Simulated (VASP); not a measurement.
A run of VASP 6.6.1 is set up as follows.

The input INCAR:

```
SYSTEM = AsP
PREC = Accurate ; ENCUT = 520
EDIFF = 1E-7 ; ISMEAR = -1
SIGMA = 0.05 ; LREAL = .False.
LASPH = .True. ; NELM = 100
ALGO = Normal ; ISIF = 2
LWAVE = .False. ; LCHARG = .True.
LDIPOL = .True. ; IDIPOL = 3
DIPOL = 0.5 0.5 0.305 ; GGA = PE
LELF = .True. ; LVHAR = .True.
LVACPOTAV = .True. ; NBANDS = 12
```

The input KPOINTS:

```
regular mesh
0
Gamma
  9 9 1
  0 0 0
```

File POSCAR:

```
AsP
1.0
    3.4546400000      0.0000000000      0.0000000000
   -1.7273200000      2.9918100000      0.0000000000
    0.0000000000      0.0000000000     26.2272600000
P As
1 1
Direct
    0.0000000000      0.0000000000      0.2798800000
    0.3333300000      0.6666700000      0.3301700000
```

Potentials or basis: VASP PAW PBE potentials, release 64 (P, As).

Command:

```console
$ cat potpaw_PBE.64/P/POTCAR potpaw_PBE.64/As/POTCAR > POTCAR
$ mpirun -np 1 vasp_std > vasp.out
```

What does it give for the largest force?

0.019 eV/Å.

What does it give for the ionisation potential of the upper face?

5.56 eV.

Predict the band gap on the k mesh.

1.85 eV, indirect (least direct gap 2.32 eV).

Forces on the atoms (eV/Å):
```
P    0.000  0.000 -0.019
As   0.000  0.000  0.019
```
